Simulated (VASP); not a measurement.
Consider the following.

```yaml
crystal:
  lattice:
    - [0.00000, 3.35372, 3.35372]
    - [3.35372, 0.00000, 3.35372]
    - [3.35372, 3.35372, 0.00000]
  atoms:
    - { symbol: Mg, position: [0.25000, 0.25000, 0.25000] }
    - { symbol: Mg, position: [0.75000, 0.75000, 0.75000] }
    - { symbol: Sn, position: [0.00000, 0.00000, 0.00000] }
```

The numbers are results of PBE GGA with D3 dispersion (Becke-Johnson damping), VASP's PBE PAW potentials (set 64) (plane waves; VASP 6.6.1), not measurements. Numerical set-up: 520 eV cut-off, Gaussian smearing of 0.050 eV, potentials Mg Sn_d.

Q: Give the energies of bands 7 to 12 at the high-symmetry points, in eV from the Fermi level.

A: 
```
band     Γ      X      U      L      W
----  ----  -----  -----  -----  -----
7     0.06  -4.61  -4.19  -4.84  -3.79
8     0.06  -2.09  -3.55  -0.79  -3.79
9     0.06  -2.09  -1.76  -0.79  -2.70
10    1.61  -0.07   0.44   0.81   2.72
11    2.24   0.19   2.70   2.29   3.09
12    2.24   7.39   5.41   2.29   3.09
```

It has no gap at this level: it comes out as a metal or semimetal.

Measured: gap 0.36 eV (computed value off by -0.36 eV), as given by Byungki Ryu et al., Journal of the Korean Physical Society (2019), arXiv:1905.06140.

The compound is Mg2Sn in the antifluorite structure. It was relaxed first.
